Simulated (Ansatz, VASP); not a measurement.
**TlH3 in two plane-wave programs**

Wanted: the spread between two codes on one cell, functional and k mesh. The cell is generated by rule, not measured, and may not be a known phase. Of the first pair: The cell is taken from a series of runs on this material, whose earlier steps may have relaxed, scaled, displaced or heated it; both programs get it as it stands.

Program: Ansatz 0.2.0. Level of theory: plane waves, with VASP 6.6.1 beside it; relaxation of cell and atoms at PBEsol and zone-centre phonons at PBEsol. Results are calculated unless marked as measured.

### Step 1. Starting point

The structure is cubic, space group Pm-3m (No. 221). Conventional cell: a = 3.896 Å, b = 3.896 Å, c = 3.896 Å, α = 90.00°, β = 90.00°, γ = 90.00°. Tl has 6 H at 1.95 Å nearest. Nearest to H lie 2 Tl at 1.95 Å. Farther neighbours are not listed.

### Step 2. Ansatz: relaxation of cell and atoms, PBEsol, pair 1

Ansatz runs on its default PAW (the set named soft_2) files.

The relaxed volume is the usual yardstick between codes: in a stiff, nearly cubic crystal its relative difference is about their pressure difference at one cell divided by the bulk modulus.

File input.yaml:

```yaml
crystal:
  lattice:
    - [3.8956913668, 0.0, 0.0]
    - [0.0, 3.8956913668, 0.0]
    - [0.0, 0.0, 3.8956913668]
  atoms:
    - { symbol: Tl, position: [0.0, 0.0, 0.0] }
    - { symbol: H, position: [0.5, 0.0, 0.0] }
    - { symbol: H, position: [0.0, 0.5, 0.0] }
    - { symbol: H, position: [0.0, 0.0, 0.5] }
kpoints:
  mp_grid: { grid: [12, 12, 12] }
hamiltonian:
  xc: pbesol
scf:
  occupations: { method: gaussian, width: 0.1 }
output:
  forces: true
  stress: true
  eigenvalues: true
relax:
  adjacent_minimum: "off"
  f_tol: 0.005
  max_steps: 80
  cell: { stress_tol: 0.05 }
```

Started as:

```
$ ansatz run input.yaml --threads 4 --pin off --max-ram 7168MiB --backend cpu --events-out ev --progress --plain --runs-dir out
```

Numbers of over 12 decimals in the logs are rounded to 6 here.

Output:

```text
Engine: ansatz 0.2.0, x86_64-unknown-linux-gnu
Pseudopotentials: kind: paw
Pseudopotential: Tl, paw, valence charge 13, recommended cutoff 420 eV (normal), Tl.paw.azcp
Pseudopotential: H, paw, valence charge 1, recommended cutoff 420 eV (normal), H.paw.azcp
Functional definition: PBEsol
  exchange = pbesol_x
  correlation = pbesol_c
Crystal: 4 atoms, lattice volume = 59.123 Å³
Basis set: ecut = 420 eV, 1189 PW (Γ), exchange–correlation on 54×54×54 points (8 copies of the dense FFT grid, shifted against one another)
Bands: 12, of which v1, the nominal top of the filled ones, is band 8 counted from 1 (7 counted from 0)
Symmetry: 48 space group operations
Space group: Pm-3m (ITA 221), of the structure as read, at distance tolerance 3.9e-5 Å
k-points: 84 of 1728
Non-local potential: Tl, projectors of the file, l = 0: 2, l = 1: 2, l = 2: 2, l = 3: 1
Non-local potential: H, projectors of the file, l = 0: 2, l = 1: 1
PAW form: soft (Blöchl's): semilocal exchange-correlation on the pseudo side does not see the compensation charge
PAW frozen core: Tl, regenerated for the run's functional, and the local potential with it (the file was generated under x = pbe(κ = 0.804, μ = 0.219515), c = pbe(β = 0.066725))
PAW one-centre angular grid: Tl, 590 points (default); XC on 64 Gauss nodes
PAW one-centre angular grid: H, 110 points (default); XC on 64 Gauss nodes
Initial density: superposition of atomic densities (neutral atoms: chi_scale 0, normalization atom), corrected by the library's trained network
Initial wavefunctions: pseudopotential atomic-orbital guess
Functional: x = pbesol(κ = 0.804, μ = 0.123457), c = pbesol(β = 0.046)
SCF iter   1: F=—  HF=-11340.496929 eV  |F-HF|=—  |Δ(HF+E_count)|=         —  Δρ=6.56e-3  dr2=1.54e-2  ethr=1.77e-3  ⟨swp⟩=6.0  Hψ=6206  notcnv=0
preconditioner: auto → none  [metal: Δε(μ)=0.020 eV  Ē_g=14.115 eV  σ=0.100 eV  W_gap=0.11  n_scr=6 (ndim 8)  ℏωp=19.3 eV  f_vac=0.172  D(μ)=0.41/eV (n_scr^D=0)  sad-step TF]
SCF iter   2: F=—  HF=-11340.494428 eV  |F-HF|=—  |Δ(HF+E_count)|=   2.50e-3  Δρ=3.35e-3  dr2=4.09e-3  ethr=9.60e-5  ⟨swp⟩=1.2  Hψ=1696  notcnv=0
SCF iter   3: F=—  HF=-11340.493601 eV  |F-HF|=—  |Δ(HF+E_count)|=   8.26e-4  Δρ=3.70e-4  dr2=9.50e-5  ethr=2.56e-5  ⟨swp⟩=2.5  Hψ=1416  notcnv=0
SCF iter   4: F=—  HF=-11340.493599 eV  |F-HF|=—  |Δ(HF+E_count)|=   2.60e-6  Δρ=1.08e-4  dr2=4.99e-6  ethr=5.94e-7  ⟨swp⟩=2.5  Hψ=1695  notcnv=0
SCF iter   5: F=—  HF=-11340.493614 eV  |F-HF|=—  |Δ(HF+E_count)|=   1.56e-5  Δρ=2.96e-5  dr2=4.99e-7  ethr=3.12e-8  ⟨swp⟩=2.2  Hψ=1338  notcnv=0
SCF iter   6: F=-11340.493614 eV  HF=-11340.493614 eV  |F-HF|=8.30e-9  |Δ(HF+E_count)|=   1.67e-7  Δρ=6.72e-6  dr2=2.50e-8  ethr=6.25e-10  ⟨swp⟩=6.9  Hψ=4930  notcnv=0
SCF 1 converged in 6 iterations: F = -11340.493614 eV  dr2 = 2.50e-8
  greatest PAW one-centre occupation: 0.961 electrons in one spin orbital (limit 2), on the Tl atom at site 0 (counted from 0), in its partial waves of l = 2
relax step   1: F+E_penalty+E_count = -11340.49361413 eV  Δ(F+E_penalty+E_count) = +0.000e0 eV  max|allowed force component| = 3.600e-31 eV/Å  Δτ_max = 0.0000 Å  P = -0.004 GPa  Ω = 59.123 Å³  (6 SCF iters, dr2 threshold 1.00e-7 eV, accepted)
Initial density: handed on by an earlier stage of this run
Initial wavefunctions: pseudopotential atomic-orbital guess (no wavefunctions were taken with the density)
iter 1 solved again at ethr=8.13e-8 eV; its pass at ethr=3.10e-3 eV (dr2=1.30e-5 eV) is discarded
SCF iter   1: F=—  HF=-11340.493592 eV  |F-HF|=—  |Δ(HF+E_count)|=         —  Δρ=6.84e-6  dr2=2.59e-8  ethr=8.13e-8  ⟨swp⟩=3.5  Hψ=9202  notcnv=0
preconditioner: auto → none  [metal: Δε(μ)=0.020 eV  Ē_g=14.091 eV  σ=0.100 eV  W_gap=0.11  n_scr=6 (ndim 8)  ℏωp=19.3 eV  f_vac=0.170  D(μ)=0.37/eV (n_scr^D=0)]
SCF iter   2: F=—  HF=-11340.493614 eV  |F-HF|=—  |Δ(HF+E_count)|=   2.19e-5  Δρ=2.15e-6  dr2=1.56e-9  ethr=1.62e-10  ⟨swp⟩=2.1  Hψ=1684  notcnv=0
SCF iter   3: F=—  HF=-11340.493614 eV  |F-HF|=—  |Δ(HF+E_count)|=   1.77e-9  Δρ=1.02e-6  dr2=3.16e-10  ethr=9.73e-12  ⟨swp⟩=2.9  Hψ=1697  notcnv=0
SCF iter   4: F=-11340.493614 eV  HF=-11340.493614 eV  |F-HF|=3.09e-11  |Δ(HF+E_count)|=  8.40e-10  Δρ=1.19e-7  dr2=6.16e-12  ethr=1.00e-12  ⟨swp⟩=3.5  Hψ=4299  notcnv=0
SCF 2 converged in 4 iterations: F = -11340.493614 eV  dr2 = 6.16e-12
relax step   2: F+E_penalty+E_count = -11340.49361414 eV  Δ(F+E_penalty+E_count) = -8.849e-9 eV  max|allowed force component| = 1.602e-31 eV/Å  Δτ_max = 0.0000 Å  P = -0.003 GPa  Ω = 59.123 Å³  stress off target by 3.32e-3 GPa  SCF on the basis re-selected at this cell (its energy is not comparable with the rows above)  (4 SCF iters)
basis re-selected at this cell: Δ(F+E_penalty+E_count) = -8.849e-9 eV, ΔP = +0.000 GPa vs the last step (what re-selecting the basis moved, of the pressure what is left beyond the Pulay correction that the steps carried, after the strain that the cell walked since its last selection, with what the two solves' SCF thresholds leave and, on support functions, any second-order correction that the steps lacked; it is no m [...]
SCF converged after 4 iterations
Free energy (F): -11340.493614 eV
Harris-Foulkes:  -11340.493614 eV  (|F-HF|=3.09e-11)
Internal energy: -11340.491787 eV  (E = F + TS)
E sigma→0 (E₀):  -11340.492701 eV
Entropy (-TS):   -0.001827 eV (-0.457 meV/atom)
Fermi energy:    3.375739 eV
--- Per-component energies (eV) ---
  E_band       = -87.736979
  E_kinetic    = 374.086938
  E_local      = -1350.143087  (includes V_loc(G=0)·N_el)
  E_nonlocal   = 322.563426
  E_hartree    = 510.188944
  E_xc         = -252.610196
  E_vxc        = -173.645104  (∫ρ·V_xc dr)
  E_paw        = -10022.398818  (= ΣΔE_a)
  E_vpaw       = -280.973870  (= ΣTr[D̂ρ^β])
  E_aug_tail   = -0.003223  (compensation charges beyond the density's cutoff)
  E_ewald      = -922.214036
  E_core_change = 0.038265  (= ΣΔE_core)
  E_smearing   = -0.001827  (= −TS)
  E_closure    = 0.000000  (closes the sum)
  Σ components = -11340.493614   (vs F -11340.493614, Δ=0.00e0)
--- Forces (eV/Å), atoms counted from 1 ---
  atom   1  Tl    -0.00000000     0.00000000    -0.00000000
  atom   2  H      0.00000000    -0.00000000     0.00000000
  atom   3  H      0.00000000    -0.00000000     0.00000000
  atom   4  H      0.00000000    -0.00000000     0.00000000
  max |Σ_I F_I| component: 5.09e-31 eV/Å
--- Stress (GPa, compression-positive) ---
       -0.003317       0.000000       0.000000
        0.000000      -0.003317       0.000000
        0.000000       0.000000      -0.003317
  P = ⅓ Tr σ = -0.0033 GPa (-0.033 kbar)
--- Band table (eV; the first three rows and the last of 84) ---
  k-point 0: bands = [... 4 lower, -7.8279, -6.3569, 4.1525, 4.1525, 6.9635, 6.9635, 6.9635, 9.5266]
  k-point 1: bands = [... 4 lower, -7.8276, -6.2996, 3.5437, 4.1665, 7.0234, 7.0234, 7.1982, 10.0131]
  k-point 2: bands = [... 4 lower, -7.8267, -6.1244, 2.3165, 4.2051, 7.1943, 7.1943, 7.5263, 11.2362]
  k-point 83: bands = [... 4 lower, -7.9431, -1.0374, -0.6947, -0.6947, -0.6947, 9.0379, 9.0379, 9.0379]
--- Relaxed structure (1 steps of the walk, 1 accepted, 1 SCFs on fresh bases) ---
  F+E_penalty+E_count = -11340.49361414 eV   max|allowed force component| = 1.602e-31 eV/Å   (the final SCF, on the basis selected at the relaxed cell)
  cell:  # Å, volume = 59.1226 Å³
    - [3.8956913668, 0.0, 0.0]
    - [0.0, 3.8956913668, 0.0]
    - [0.0, 0.0, 3.8956913668]
  atoms:
    - { symbol: Tl, position: [0.0, 0.0, 0.0] }
    - { symbol: H, position: [0.5, 0.0, 0.0] }
    - { symbol: H, position: [0.0, 0.5, 0.0] }
    - { symbol: H, position: [0.0, 0.0, 0.5] }
```

In the SCF lines HF is the Harris–Foulkes energy and dr2 the Hartree energy of the density residual, in eV; the loop may stop once dr2 is under the threshold and the program's other checks hold. Hψ counts applications of the Hamiltonian.

### Step 3. VASP: relaxation of cell and atoms, PBEsol, pair 1

The same cell, functional, mesh and smearing now go to VASP, with its own data sets.

Lines of VASP's logs that name or quote its potential files are left out, and so is its time.

File INCAR:

```
SYSTEM = TlH3
PREC = Accurate
ENCUT = 500
EDIFF = 1E-07
NELM = 120
ISMEAR = 0
SIGMA = 0.1
LREAL = .FALSE.
ALGO = Normal
GGA = PS
NBANDS = 14
LORBIT = 11
LWAVE = .FALSE.
LCHARG = .FALSE.
ISIF = 3
IBRION = 2
NSW = 80
EDIFFG = -0.005
LASPH = .TRUE.
GGA_COMPAT = .FALSE.
NELMIN = 4
KPAR = 2
```

File POSCAR:

```
TlH3
1.0
    3.8956910000      0.0000000000      0.0000000000
    0.0000000000      3.8956910000      0.0000000000
    0.0000000000      0.0000000000      3.8956910000
Tl H
1 3
Direct
    0.0000000000      0.0000000000      0.0000000000
    0.5000000000      0.0000000000      0.0000000000
    0.0000000000      0.5000000000      0.0000000000
    0.0000000000      0.0000000000      0.5000000000
```

File KPOINTS:

```
Automatic mesh
0
Gamma
12 12 12
0 0 0
```

PAW data sets: Tl_d and H (PBE family, release 64).

Started as:

```
$ mpirun -np 2 vasp_std
```

Output:

```text
[banner, memory and clock lines left out]
running    2 mpi-ranks, on    1 nodes
 distrk:  each k-point on    1 cores,    2 groups
 distr:  one band on    1 cores,    1 groups

 POSCAR found type information on POSCAR TlH
 POSCAR found :  2 types and       4 ions
|                                                                             |
|               ----> ADVICE to this user running VASP <----                  |
|                                                                             |
|     You enforced a specific xc type in the INCAR file but a different       |
|     [... a line on the potential file left out ...]
|     I HOPE YOU KNOW WHAT YOU ARE DOING!                                     |
|                                                                             |

 LDA part: xc-table for (Slater+PW92), standard interpolation
 POSCAR, INCAR and KPOINTS ok, starting setup
 FFT: planning ... GRIDC
 FFT: planning ... GRID_SOFT
 FFT: planning ... GRID
 WAVECAR not read
 entering main loop
       N       E                     dE             d eps       ncg     rms          rms(c)
DAV:   1     0.539019899181E+02    0.53902E+02   -0.74385E+03  2440   0.938E+02
DAV:   2    -0.962322889337E+01   -0.63525E+02   -0.60876E+02  2862   0.201E+02
DAV:   3    -0.108887394190E+02   -0.12655E+01   -0.12570E+01  2718   0.266E+01
DAV:   4    -0.108971949888E+02   -0.84556E-02   -0.84550E-02  2914   0.239E+00
DAV:   5    -0.108973600162E+02   -0.16503E-03   -0.16503E-03  2904   0.317E-01    0.875E+00
DAV:   6    -0.104622300416E+02    0.43513E+00   -0.45740E-01  2598   0.684E+00    0.559E+00
DAV:   7    -0.103834510421E+02    0.78779E-01   -0.27887E-01  2526   0.407E+00    0.133E+00
DAV:   8    -0.103853237378E+02   -0.18727E-02   -0.30771E-02  2544   0.158E+00    0.202E-01
DAV:   9    -0.103886885462E+02   -0.33648E-02   -0.20634E-03  2472   0.302E-01    0.665E-02
DAV:  10    -0.103892021618E+02   -0.51362E-03   -0.34054E-04  2610   0.117E-01    0.202E-02
DAV:  11    -0.103893197754E+02   -0.11761E-03   -0.14192E-04  2412   0.608E-02    0.946E-03
DAV:  12    -0.103893191896E+02    0.58585E-06   -0.30803E-06  3036   0.147E-02    0.377E-03
DAV:  13    -0.103893201950E+02   -0.10054E-05   -0.16919E-06  2448   0.823E-03    0.852E-04
DAV:  14    -0.103893202191E+02   -0.24068E-07   -0.66516E-08  2210   0.214E-03
   1 F= -.10389320E+02 E0= -.10388377E+02  d E =-.103893E+02
 curvature:   0.00 expect dE= 0.000E+00 dE for cont linesearch  0.000E+00
 trial: gam= 0.00000 g(F)=  0.000E+00 g(S)=  0.127E-03 ort = 0.000E+00 (trialstep = 0.100E+01)
 search vector abs. value=  0.127E-03
 bond charge predicted
       N       E                     dE             d eps       ncg     rms          rms(c)
DAV:   1    -0.103901326935E+02   -0.81250E-03   -0.11396E-02  2610   0.102E+00    0.154E-01
DAV:   2    -0.103894950664E+02    0.63763E-03   -0.11555E-03  2514   0.342E-01    0.541E-02
DAV:   3    -0.103894130334E+02    0.82033E-04   -0.25019E-04  2544   0.151E-01    0.472E-02
DAV:   4    -0.103894122901E+02    0.74324E-06   -0.18158E-05  2632   0.333E-02    0.441E-03
DAV:   5    -0.103894114572E+02    0.83293E-06   -0.77978E-06  2460   0.279E-02    0.611E-03
DAV:   6    -0.103894113469E+02    0.11025E-06   -0.83129E-07  2484   0.910E-03    0.599E-04
DAV:   7    -0.103894113409E+02    0.60111E-08   -0.23935E-08  1710   0.144E-03
   2 F= -.10389411E+02 E0= -.10388470E+02  d E =-.911219E-04
 trial-energy change:   -0.000091  1 .order   -0.000089   -0.000127   -0.000051
 step:   1.5262(harm=  1.6721)  dis= 0.00000  next Energy=   -10.389425 (dE=-0.105E-03)
 bond charge predicted
       N       E                     dE             d eps       ncg     rms          rms(c)
DAV:   1    -0.103896292702E+02   -0.21792E-03   -0.31675E-03  2604   0.540E-01    0.811E-02
DAV:   2    -0.103894515919E+02    0.17768E-03   -0.32081E-04  2484   0.180E-01    0.286E-02
DAV:   3    -0.103894289190E+02    0.22673E-04   -0.69556E-05  2556   0.798E-02    0.250E-02
DAV:   4    -0.103894292606E+02   -0.34163E-06   -0.50351E-06  2578   0.176E-02    0.230E-03
DAV:   5    -0.103894289774E+02    0.28322E-06   -0.21658E-06  2454   0.147E-02    0.316E-03
DAV:   6    -0.103894289678E+02    0.95690E-08   -0.23004E-07  2378   0.480E-03
   3 F= -.10389429E+02 E0= -.10388489E+02  d E =-.108749E-03
 curvature:  -0.80 expect dE=-0.631E-06 dE for cont linesearch -0.631E-06
 trial: gam=-0.07283 g(F)=  0.142E-65 g(S)=  0.793E-06 ort = 0.100E-04 (trialstep = 0.111E+01)
 search vector abs. value=  0.506E-08
 reached required accuracy - stopping structural energy minimisation
```

OUTCAR, selected parts (step 3):

```text
ion  position               nearest neighbor table
   1  0.000  0.000  0.000-   2 1.95   3 1.95   4 1.95   4 1.95   3 1.95   2 1.95
   2  0.500  0.000  0.000-   1 1.95   1 1.95
   3  0.000  0.500  0.000-   1 1.95   1 1.95
   4  0.000  0.000  0.500-   1 1.95   1 1.95

  LATTYP: Found a simple cubic cell.
 ALAT       =     3.8956910000

 Subroutine GETGRP returns: Found 48 space group operations
 (whereof 48 operations were pure point group operations)

The static configuration has the point symmetry O_h .

 Found     84 irreducible k-points:

   k-points           NKPTS =     84   k-points in BZ     NKDIM =     84   number of bands    NBANDS=     14

   dimension x,y,z NGX =    28 NGY =   28 NGZ =   28
   dimension x,y,z NGXF=    56 NGYF=   56 NGZF=   56

   ENCUT  =  500.0 eV  36.75 Ry    6.06 a.u.   7.10  7.10  7.10*2*pi/ulx,y,z

   NELECT =      16.0000    total number of electrons

 k-points in reciprocal lattice and weights: Automatic mesh
   0.00000000  0.00000000  0.00000000       0.001
   0.08333333  0.00000000  0.00000000       0.003
   0.16666667  0.00000000  0.00000000       0.003
   0.25000000  0.00000000  0.00000000       0.003
   0.33333333  0.00000000  0.00000000       0.003
   0.41666667  0.00000000  0.00000000       0.003
   0.50000000  0.00000000  0.00000000       0.002
   0.08333333  0.08333333  0.00000000       0.007
   0.16666667  0.08333333  0.00000000       0.014
[...]
0.50000000  0.50000000  0.41666667       0.003
   0.50000000  0.50000000  0.50000000       0.001

 average (electrostatic) potential at core
       1 -87.8733       2 -34.6857       3 -34.6857       4 -34.6857

 E-fermi :   1.4373

 k-point     1 :       0.0000    0.0000    0.0000
  band No.  band energies     occupation
    ...
      2     -10.7016      2.00000
      3      -9.7688      2.00000
      4      -9.7688      2.00000
      5      -9.7688      2.00000
      6      -8.3308      2.00000
      7       2.2226      0.00000
      8       2.2226      0.00000
      9       5.0172      0.00000
     10       5.0172      0.00000
     11       5.0172      0.00000
    ...

 k-point     2 :       0.0833    0.0000    0.0000
  band No.  band energies     occupation
    ...
      2     -10.6730      2.00000
      3      -9.7733      2.00000
      4      -9.7733      2.00000
      5      -9.7684      2.00000
      6      -8.2735      2.00000
      7       1.6077      0.01596
      8       2.2368      0.00000
      9       5.0772      0.00000
     10       5.0772      0.00000
     11       5.2566      0.00000
    ...

 k-point     3 :       0.1667    0.0000    0.0000
  band No.  band energies     occupation
    ...
      3      -9.7856      2.00000
      4      -9.7856      2.00000
      5      -9.7675      2.00000
      6      -8.0976      2.00000
      7       0.3727      2.00000
      8       2.2757      0.00000
      9       5.2489      0.00000
     10       5.2489      0.00000
     11       5.5882      0.00000
     12       9.3001      0.00000
    ...

  Total       -0.0046805     -0.0046805     -0.0046805      0.0000000      0.0000000     -0.0000000
  in kB       -0.1272522     -0.1272522     -0.1272522      0.0000000      0.0000000     -0.0000000
  external PRESSURE =      -0.1272522 kB  Pullay stress =       0.0000000 kB

  energy-cutoff  :      500.00
  volume of cell :       58.93
      direct lattice vectors                 reciprocal lattice vectors
     3.891447402  0.000000000 -0.000000000     0.256973793 -0.000000000 -0.000000000
     0.000000000  3.891447402  0.000000000    -0.000000000  0.256973793 -0.000000000
     0.000000000  0.000000000  3.891447402     0.000000000 -0.000000000  0.256973793

 POSITION                                       TOTAL-FORCE (eV/Angst)
 -----------------------------------------------------------------------------------
      0.00000      0.00000      0.00000        -0.000000     -0.000000      0.000000
      1.94572      0.00000     -0.00000         0.000000      0.000000      0.000000
      0.00000      1.94572      0.00000         0.000000     -0.000000      0.000000
      0.00000      0.00000      1.94572         0.000000      0.000000      0.000000
 -----------------------------------------------------------------------------------
    total drift:                               -0.000000     -0.000000     -0.000000

  FREE ENERGIE OF THE ION-ELECTRON SYSTEM (eV)
  ---------------------------------------------------
  free  energy   TOTEN  =       -10.3894289678 eV

  energy  without entropy=      -10.3875485323  energy(sigma->0) =      -10.38848875

 reached required accuracy - stopping structural energy minimisation

 total charge
# of ion       s       p       d       tot
------------------------------------------
    1        0.996   0.716   9.653  11.366
    2        0.484   0.011   0.000   0.495
    3        0.484   0.011   0.000   0.495
    4        0.484   0.011   0.000   0.495
--------------------------------------------------
tot          2.449   0.749   9.653  12.851

[... 3 further parts left out ...]
```

CONTCAR:

```
TlH3
   1.00000000000000
     3.8914474024424610    0.0000000000000000   -0.0000000000000000
     0.0000000000000000    3.8914474024424615    0.0000000000000000
     0.0000000000000000    0.0000000000000000    3.8914474024424610
  Tl              H
     1     3
Direct
     0.0000000000000000    0.0000000000000000    0.0000000000000000
     0.5000000000000000    0.0000000000000000    0.0000000000000000
     0.0000000000000000    0.5000000000000000    0.0000000000000000
     0.0000000000000000    0.0000000000000000    0.5000000000000000
```

### Step 4. Comparison

Known differences besides the potentials themselves: the cutoff is 420 eV in Ansatz and 500 eV in VASP; Ansatz makes its cores anew for this functional, VASP keeps those of its PBE data sets; Ansatz adds a Pulay correction to the stress that steers its cell, VASP none. Total energies have different zeros and are not compared.

Both answers:

| quantity | Ansatz | VASP | difference |
| --- | --- | --- | --- |
| volume (Å³) | 59.12 | 58.93 | +0.33 % |
| edge a after relaxation, in the typed setting (Å) | 3.896 | 3.891 | +0.11 % |

[end of part 1 of 2]

[Lines on the potential files, build, host, timing and source positions are cut from VASP's logs without a mark.]

[Logs are printed without paths, hosts, clocks, repeated set-up lines and the standing remarks that a program may print on its own settings, such as how far it seeks lower states.]

[Hosts, paths, dates, database ids (printed as entryN), source tags and the programs' standing remarks are cut or masked in the printed files.]
